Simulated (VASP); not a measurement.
# Nb3B5 (Cmmm) in VASP: relaxation of cell and atoms with PBE

Aim: the relaxation of cell and atoms of Nb3B5 with PBE.

All numbers are computed with VASP 6.6.1; they aren't measurements. Logs are shortened: lines on timing, memory, paths and dates and some standing lists are left out, and cuts for length are marked.

## (1) Starting point

It takes space group Cmmm (No. 65, orthorhombic). Conventional cell: a = 6.602 Å, b = 6.856 Å, c = 4.761 Å, α = 90.00°, β = 90.00°, γ = 90.00°. Nb (site symmetry m2m) is surrounded by 1 Nb at 2.14 Å and 1 B at 2.36 Å. Nb (site symmetry mmm) is surrounded by 4 Nb at 2.61 Å and 4 B at 2.65 Å. B (site symmetry m) is surrounded by 2 B at 1.42 to 1.62 Å. B (site symmetry mmm) is surrounded by 4 B at 1.42 Å.

The cell was built by a generator and needn't be a form met in nature.

## (2) Relaxation of cell and atoms, PBE

File INCAR:

```
SYSTEM = Nb3B5
PREC     = Normal         ! precision mode
ENCUT    = 520            ! plane-wave cutoff, eV
EDIFF    = 1E-4           ! SCF threshold, eV
ISMEAR   = 0              ! smearing method
SIGMA    = 0.15           ! smearing width, eV
LREAL    = .FALSE.        ! projectors in reciprocal space
LASPH    = .TRUE.         ! aspherical terms in the spheres
NELM     = 60             ! most SCF steps
ALGO     = Fast           ! electronic algorithm
ISIF     = 3              ! what is computed and relaxed
LWAVE    = .FALSE.        ! write WAVECAR
LCHARG   = .FALSE.        ! write CHGCAR
GGA      = PE             ! functional
IBRION   = 2              ! ionic algorithm
NSW      = 24             ! ionic steps
EDIFFG   = -0.08          ! ionic threshold
```

File KPOINTS:

```
regular mesh
0
G
  4 4 4
  0 0 0
```

File POSCAR:

```
Nb3B5
1.0
    3.3008247600     -3.4279996300      0.0000000000
    3.3008247600      3.4279996300      0.0000000000
    0.0000000000      0.0000000000      4.7614442300
Nb B
3 5
Direct
    0.1557605300      0.8442394700      0.0000000000
    0.8442394700      0.1557605300      0.0000000000
    0.0000000000      0.0000000000      0.5000000000
    0.6762366100      0.6762366100      0.8294625000
    0.3237633900      0.3237633900      0.8294625000
    0.6762366100      0.6762366100      0.1705375000
    0.3237633900      0.3237633900      0.1705375000
    0.5000000000      0.5000000000      0.0000000000
```

Potentials or basis: VASP PAW PBE potentials, release 64 (Nb_sv, B).

Started as:

```
> cat potpaw_PBE.64/Nb_sv/POTCAR potpaw_PBE.64/B/POTCAR > POTCAR
> mpirun -np 1 vasp_std > vasp.out
```

OUTCAR:

```text
SYSTEM = Nb3B5
   PREC = Normal
   ENCUT = 520
   EDIFF = 1E-4
   ISMEAR = 0
   LREAL = .FALSE.
   LASPH = .TRUE.
   NELM = 60
   ISIF = 3
   GGA = PE
   IBRION = 2
   NSW = 24
   EDIFFG = -0.08

 ion  position               nearest neighbor table
   1  0.156  0.844  0.000-   2 2.14   8 2.36   5 2.52   6 2.52   7 2.52   4 2.52   3 2.61   3 2.61

   2  0.844  0.156  0.000-   1 2.14   8 2.36   5 2.52   6 2.52   7 2.52   4 2.52   3 2.61   3 2.61

   3  0.000  0.000  0.500-   1 2.61   2 2.61   1 2.61   2 2.61
   4  0.676  0.676  0.829-   8 1.42   6 1.62   1 2.52   2 2.52
   5  0.324  0.324  0.829-   8 1.42   7 1.62   1 2.52   2 2.52
   6  0.676  0.676  0.171-   8 1.42   4 1.62   1 2.52   2 2.52
   7  0.324  0.324  0.171-   8 1.42   5 1.62   1 2.52   2 2.52
   8  0.500  0.500  0.000-   4 1.42   5 1.42   6 1.42   7 1.42   1 2.36   2 2.36

  LATTYP: Found a base centered orthorhombic cell.
 ALAT       =     6.6016495200
 B/A-ratio  =     1.0385282101
 C/A-ratio  =     0.7212506837

  Lattice vectors:

 A1 = (   3.3008247600,  -3.4279996300,   0.0000000000)
 A2 = (   3.3008247600,   3.4279996300,   0.0000000000)
 A3 = (   0.0000000000,   0.0000000000,   4.7614442300)

Analysis of symmetry for initial positions (statically):
=====================================================================
 Subroutine PRICEL returns:
 Original cell was already a primitive cell.

 Routine SETGRP: Setting up the symmetry group for a
 base centered orthorhombic supercell.

 Subroutine GETGRP returns: Found  8 space group operations
 (whereof  8 operations were pure point group operations)
 out of a pool of  8 trial point group operations.

The static configuration has the point symmetry D_2h.

Analysis of symmetry for dynamics (positions and initial velocities):
=====================================================================
 Subroutine PRICEL returns:
 Original cell was already a primitive cell.

 Routine SETGRP: Setting up the symmetry group for a
 base centered orthorhombic supercell.

 Subroutine GETGRP returns: Found  8 space group operations
 (whereof  8 operations were pure point group operations)
 out of a pool of  8 trial point group operations.

The dynamic configuration has the point symmetry D_2h.

 Subroutine INISYM returns: Found  8 space group operations
 (whereof  8 operations are pure point group operations),
 and found     1 'primitive' translations

----------------------------------------------------------------------------------------

                                     Primitive cell

  volume of cell :     107.7536

  direct lattice vectors                    reciprocal lattice vectors
     3.300824760 -3.427999630  0.000000000     0.151477293 -0.145857659  0.000000000
     3.300824760  3.427999630  0.000000000     0.151477293  0.145857659  0.000000000
     0.000000000  0.000000000  4.761444230     0.000000000  0.000000000  0.210020311

  length of vectors
     4.758847083  4.758847083  4.761444230     0.210285109  0.210285109  0.210020311

  position of ions in fractional coordinates (direct lattice)
     0.155760530  0.844239470  0.000000000
     0.844239470  0.155760530  0.000000000
     0.000000000  0.000000000  0.500000000
     0.676236610  0.676236610  0.829462500
     0.323763390  0.323763390  0.829462500
     0.676236610  0.676236610  0.170537500
     0.323763390  0.323763390  0.170537500
     0.500000000  0.500000000  0.000000000

  ion indices of the primitive-cell ions
   primitive index   ion index
                 1           1
                 2           2
                 3           3
                 4           4
                 5           5
                 6           6
                 7           7
                 8           8

----------------------------------------------------------------------------------------

 KPOINTS: regular mesh

Automatic generation of k-mesh.
 Grid dimensions read from file:
 generate k-points for:    4    4    4

 Generating k-lattice:

  Cartesian coordinates                     Fractional coordinates (reciprocal lattice)
     0.037869323 -0.036464415  0.000000000     0.250000000  0.000000000  0.000000000
     0.037869323  0.036464415  0.000000000     0.000000000  0.250000000  0.000000000
     0.000000000  0.000000000  0.052505078     0.000000000  0.000000000  0.250000000

  Length of vectors
     0.052571277  0.052571277  0.052505078

  Shift w.r.t. Gamma in fractional coordinates (k-lattice)
     0.000000000  0.000000000  0.000000000

 Subroutine IBZKPT returns following result:
 ===========================================

 Found     21 irreducible k-points:

 Following reciprocal coordinates:
            Coordinates               Weight
  0.000000  0.000000  0.000000      1.000000
  0.250000 -0.000000  0.000000      4.000000
  0.500000 -0.000000  0.000000      2.000000
  0.250000  0.250000  0.000000      2.000000
  0.500000  0.250000  0.000000      4.000000
 -0.250000  0.250000  0.000000      2.000000
[... 13 lines left out ...]
 -0.250000  0.250000  0.500000      2.000000
  0.500000  0.500000  0.500000      1.000000
   k-points           NKPTS =     21   k-points in BZ     NKDIM =     21   number of bands    NBANDS=     32
   number of dos      NEDOS =    301   number of ions     NIONS =      8
   total plane-waves  NPLWV =  21952
   dimension x,y,z NGX =    28 NGY =   28 NGZ =   28
   dimension x,y,z NGXF=    56 NGYF=   56 NGZF=   56
   ions per type =               3   5
   NGX,Y,Z   is equivalent  to a cutoff of   9.78,  9.78,  9.78 a.u.
   NGXF,Y,Z  is equivalent  to a cutoff of  19.56, 19.56, 19.55 a.u.
 SYSTEM =  Nb3B5
   PREC   = normal    normal or accurate (medium, high low for compatibility)
   ISTART =      0    job   : 0-new  1-cont  2-samecut
   ICHARG =      2    charge: 1-file 2-atom 10-const
   ISPIN  =      1    spin polarized calculation?
   LNONCOLLINEAR =      F non collinear calculations
   LSORBIT =      F    spin-orbit coupling
   LASPH  =      T    aspherical Exc in radial PAW
   ENCUT  =  520.0 eV  38.22 Ry    6.18 a.u.   8.85  8.85  8.85*2*pi/ulx,y,z
   NELM   =     60;   NELMIN=  2; NELMDL= -5     # of ELM steps
   EDIFF  = 0.1E-03   stopping-criterion for ELM
   LREAL  =      F    real-space projection
   EDIFFG = -.8E-01   stopping-criterion for IOM
   NSW    =     24    number of steps for IOM
   IBRION =      2    ionic relax: 0-MD 1-quasi-New 2-CG
   NFREE  =      1    steps in history (QN), initial steepest desc. (CG)
   ISIF   =      3    stress and relaxation
   ISYM   =      2    0-nonsym 1-usesym 2-fastsym
   POTIM  = 0.5000    time-step for ionic-motion
   TEBEG  =    0.0;   TEEND  =   0.0 temperature during run
   PSTRESS=    0.0 pullay stress
   NELECT =      54.0000    total number of electrons
   NUPDOWN=      -1.0000    fix difference up-down
   EMIN   =  10.00;   EMAX   =-10.00  energy-range for DOS
   EFERMI =   0.00;   METHOD = LEGACY
   ISMEAR =     0;   SIGMA  =   0.15  broadening in eV -4-tet -1-fermi 0-gaus
   EFERMI_NEDOS =   21; number of points for ismear=-14 and -15
   IALGO  =     68    algorithm
   IMIX   =      4    mixing-type and parameters
     AMIX     =   0.40;   BMIX     =  1.00
     AMIX_MAG =   1.60;   BMIX_MAG =  1.00
  volume/ion in A,a.u.               =      13.47        90.89
  Fermi-wavevector in a.u.,A,eV,Ry     =   1.300356  2.457316 23.006424  1.690924
  Thomas-Fermi vector in A             =   2.431560
   LORBIT       =      0    0 simple, 1 ext, 2 COOP (PROOUT), +10 PAW based schemes
   GGA     = PE    functional components
   LHFCALC =     F    Hartree Fock is set to
   AEXX    =    0.0000 exact exchange contribution
   IVDW    =     0    specifies the selected vdW correction
   LEPSILON=     F    determine dielectric tensor
   LRPA    =     F    only Hartree local field effects (RPA)
 conjugate gradient relaxation of ions
 non-spin polarized calculation
 RMM-DIIS sequential band-by-band and
 Gauss-broadening in eV      SIGMA  =   0.15
  energy-cutoff  :      520.00
  volume of cell :      107.75
 maximum number of plane-waves:      2926
   NGX = 17   NGY = 17   NGZ = 17

--------------------------------------- Ionic step        1  -------------------------------------------

 number of electron      53.9999991 magnetization

 Free energy of the ion-electron system (eV)
  ---------------------------------------------------
  ext. energy  EPLUGINS =         0.00000000
  ---------------------------------------------------
  free energy    TOTEN  =       -53.42355921 eV

  energy without entropy =      -53.36846113  energy(sigma->0) =      -53.39601017

------------------------ aborting loop because EDIFF is reached ----------------------------------------

  FORCE on cell =-STRESS in cart. coord.  units (eV):
  Direction    XX          YY          ZZ          XY          YZ          ZX
  --------------------------------------------------------------------------------------
  -------------------------------------------------------------------------------------
  Total        6.4093407     21.6948678     19.6046485      0.0000000      0.0000000      0.0000000
  in kB       95.2998043    322.5786779    291.4994305      0.0000000      0.0000000      0.0000000
  external PRESSURE =     236.4593043 kB  Pullay stress =       0.0000000 kB
[... 27 lines left out ...]
  energy  without entropy=      -53.3684611297  energy(sigma->0) =      -53.39601017

--------------------------------------- Ionic step        2  -------------------------------------------

 number of electron      54.0000009 magnetization

 E-fermi :   4.6974     XC(G=0):  -9.9600

 val. band max:        4.6850041816   @ k =  -0.2500   0.2500   0.2500
 cond. band min:       4.6998274396   @ k =   0.2500   0.2500   0.0000
 fundamental gap:      0.0148232580
 Fermi energy:         4.6974386957

 k-point     1 :       0.0000    0.0000    0.0000
  band No.  band energies     occupation
      1     -50.6498      2.00000
      2     -50.6358      2.00000
      3     -50.4242      2.00000
      4     -26.7663      2.00000
      5     -26.7186      2.00000
      6     -26.6985      2.00000
[... 801 lines left out ...]
  FREE ENERGIE OF THE ION-ELECTRON SYSTEM (eV)
  ---------------------------------------------------
  free  energy   TOTEN  =       -58.8830205811 eV

  energy  without entropy=      -58.8489536729  energy(sigma->0) =      -58.86598713

[... ionic steps 4 to 12 ...]

--------------------------------------- Ionic step       13  -------------------------------------------

 number of electron      54.0000011 magnetization

------------------------ aborting loop because EDIFF is reached ----------------------------------------

  FORCE on cell =-STRESS in cart. coord.  units (eV):
  Direction    XX          YY          ZZ          XY          YZ          ZX
  --------------------------------------------------------------------------------------
  -------------------------------------------------------------------------------------
  Total       -0.4343317      0.5881821     -0.0879816      0.0000000      0.0000000      0.0000000
  in kB       -6.2712606      8.4926856     -1.2703546      0.0000000      0.0000000      0.0000000
  external PRESSURE =       0.3170235 kB  Pullay stress =       0.0000000 kB
[... 69 lines left out ...]
  energy  without entropy=      -61.0799533689  energy(sigma->0) =      -61.10205560

--------------------------------------- Ionic step       15  -------------------------------------------

 number of electron      54.0000003 magnetization

 Free energy of the ion-electron system (eV)
  ---------------------------------------------------
  ext. energy  EPLUGINS =         0.00000000
  ---------------------------------------------------
  free energy    TOTEN  =       -61.12438746 eV

  energy without entropy =      -61.07957763  energy(sigma->0) =      -61.10198255

 E-fermi :   6.6957     XC(G=0): -10.8448

 val. band max:        6.6770863187   @ k =   0.5000   0.2500   0.0000
 cond. band min:       6.6988061252   @ k =  -0.2500   0.2500   0.5000
 fundamental gap:      0.0217198065
 Fermi energy:         6.6957419641

 k-point     1 :       0.0000    0.0000    0.0000
  band No.  band energies     occupation
      1     -48.1742      2.00000
      2     -48.0754      2.00000
      3     -47.9458      2.00000
      4     -24.5985      2.00000
      5     -24.5311      2.00000
      6     -24.3579      2.00000
[... 759 lines left out ...]
  FREE ENERGIE OF THE ION-ELECTRON SYSTEM (eV)
  ---------------------------------------------------
  free  energy   TOTEN  =       -61.1243874635 eV

  energy  without entropy=      -61.0795776330  energy(sigma->0) =      -61.10198255

 reached required accuracy - stopping structural energy minimisation
```

Run time: 12 min. Hardware: 1 thread of AMD EPYC 7R13 (Zen 3), shared host; peak memory 0.17 GiB.

Results:

| Quantity | Value |
| --- | --- |
| Free energy | -61.1244 eV |
| Relaxed volume | 13.89 Å³/atom |
| Relaxed cell | a = 4.770 Å, b = 4.770 Å, c = 4.951 Å, α = 90.00°, β = 90.00°, γ = 99.47° |
| Space group after relaxing (to 0.05 Å) | Cmmm (No. 65) |
| Energy gained by relaxing | 962.6 meV/atom |
| Ionic steps | 15 |
| Pressure after relaxing | 0.2 GPa |
| Largest force after relaxing | 0.031 eV/Å |
| Band gap on the k mesh | none (metal or under the smearing width) |

Forces on the atoms (eV/Å):
```
Nb   0.000 -0.007  0.000
Nb   0.000  0.007  0.000
Nb   0.000  0.000  0.000
B    0.029  0.000  0.011
B   -0.029  0.000  0.011
B    0.029  0.000 -0.011
B   -0.029  0.000 -0.011
B    0.000  0.000  0.000
```

Stress tensor (GPa, compression positive):
```
 0.47  0.00  0.00
 0.00  0.28  0.00
 0.00  0.00 -0.10
```

The path:
```tsv
step	energy change (eV)	largest force (eV/Å)	pressure (GPa)	volume (Å³)
1	0.0000	10.7984	23.65	107.75
2	-1.9861	3.1220	-24.92	141.52
3	-5.4595	2.2389	-16.84	122.48
4	-5.4879	2.3302	-15.96	121.65
5	-5.4969	2.4514	-14.79	120.74
6	-7.3602	0.7724	6.35	104.10
7	-7.3701	0.9038	4.81	104.98
8	-7.5586	0.7445	0.79	108.11
9	-7.5724	0.8262	-0.34	109.19
10	-7.6601	0.1413	0.11	110.00
11	-7.6636	0.1910	0.27	110.16
12	-7.6935	0.1353	0.08	110.69
13	-7.6976	0.1140	0.03	110.96
14	-7.7006	0.1124	0.41	111.15
15	-7.7008	0.0311	0.22	111.12
```

Final structure:
```cif
data_structure
_symmetry_space_group_name_H-M 'P 1'
_symmetry_Int_Tables_number 1
_cell_length_a 4.7698
_cell_length_b 4.7698
_cell_length_c 4.9515
_cell_angle_alpha 90.000
_cell_angle_beta 90.000
_cell_angle_gamma 99.466
_cell_volume 111.12
loop_
_atom_site_label
_atom_site_type_symbol
_atom_site_fract_x
_atom_site_fract_y
_atom_site_fract_z
_atom_site_occupancy
Nb1 Nb 0.20141 0.79859 0.00000 1
Nb2 Nb 0.79859 0.20141 0.00000 1
Nb3 Nb 0.00000 0.00000 0.50000 1
B1 B 0.73211 0.73211 0.82602 1
B2 B 0.26789 0.26789 0.82602 1
B3 B 0.73211 0.73211 0.17398 1
B4 B 0.26789 0.26789 0.17398 1
B5 B 0.50000 0.50000 0.00000 1
```

Caveat: the relaxation stopped at a loose force limit of 0.08 eV/Å, so its end isn't a converged minimum.
